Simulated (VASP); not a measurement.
Here is the system:

```xyz
1
Lattice="-1.7099 1.7099 1.7099 1.7099 -1.7099 1.7099 1.7099 1.7099 -1.7099" Properties=species:S:1:pos:R:3 pbc="T T T"
Li     0.0000     0.0000     0.0000
```

These are optB88-vdW, VASP's PBE PAW potentials (set 64) (plane waves; VASP) values and carry that method's errors. Run with 520 eV cut-off, Gaussian smearing of 0.050 eV, potentials Li_sv.

Problem. Give the energies of bands 2 to 4 at the high-symmetry points, in eV from the Fermi level.

Solution. 
| band | Γ | H | N | P |
|---|---|---|---|---|
| 2 | -3.61 | 5.54 | 0.21 | 3.37 |
| 3 | 14.58 | 5.54 | 3.29 | 3.37 |
| 4 | 14.58 | 5.54 | 10.39 | 3.37 |

It has no gap at this level: it comes out as a metal or semimetal.

The compound is Li in the bcc structure. It was relaxed first, which changed the volume by -6 %.
